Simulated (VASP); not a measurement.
VASP input:

**POSCAR**
```
CoAl
1.0
  2.8040362260   0.0000000000   0.0000000000
  0.0000000000   2.8040362260   0.0000000000
  0.0000000000   0.0000000000   2.8040362260
Al Co
1 1
Cart
  1.4020181130   1.4020181130   1.4020181130
  0.0000000000   0.0000000000   0.0000000000
```

**INCAR**
```
SYSTEM = CoAl
PREC = Accurate
ENCUT = 500
EDIFF = 1E-6
NELM = 100
ALGO = Normal
LREAL = .FALSE.
LASPH = .TRUE.
ISMEAR = 1
SIGMA = 0.1
GGA = PE
LMAXMIX = 4
LWAVE = .FALSE.
LCHARG = .FALSE.
IBRION = 2
ISIF = 3
NSW = 40
EDIFFG = -0.02
PSTRESS = 100
```

**KPOINTS**
```
Automatic mesh
0
Gamma
13 13 13
0 0 0
```

POTCAR, in this order: Al Co (PBE.64 set). Program: vasp_std.

Task: Write an equivalent input for Ansatz.

Result: One equivalent input (not run):
Ansatz 0.2 input:
```yaml
crystal:
  lattice:
    - [2.8040362, 0.0000000, 0.0000000]
    - [0.0000000, 2.8040362, 0.0000000]
    - [0.0000000, 0.0000000, 2.8040362]
  atoms:
    - { symbol: Al, position: [0.5000000, 0.5000000, 0.5000000] }
    - { symbol: Co, position: [0.0000000, 0.0000000, 0.0000000] }
kpoints:
  mp_grid: { grid: [13, 13, 13] }
hamiltonian:
  xc: pbe
  pseudopotentials: { kind: paw }
scf:
  occupations: { method: methfessel_paxton, width: 0.1 }
  max_iter: 100
relax:
  max_steps: 40
  f_tol: 0.02
  cell: { p_target: 10 }
output: { forces: true, stress: true, eigenvalues: true }
```
Limits of the translation: each code has its own PAW files, so the cut-off isn't converted (ENCUT is set for VASP's; basis.ecutwfc is left out, and Ansatz then takes the one that its files recommend); Ansatz stops its SCF on the density residual and VASP on the energy change (EDIFF).

The compound is CoAl in the CsCl type structure. It was relaxed first under an external pressure of 10 GPa.
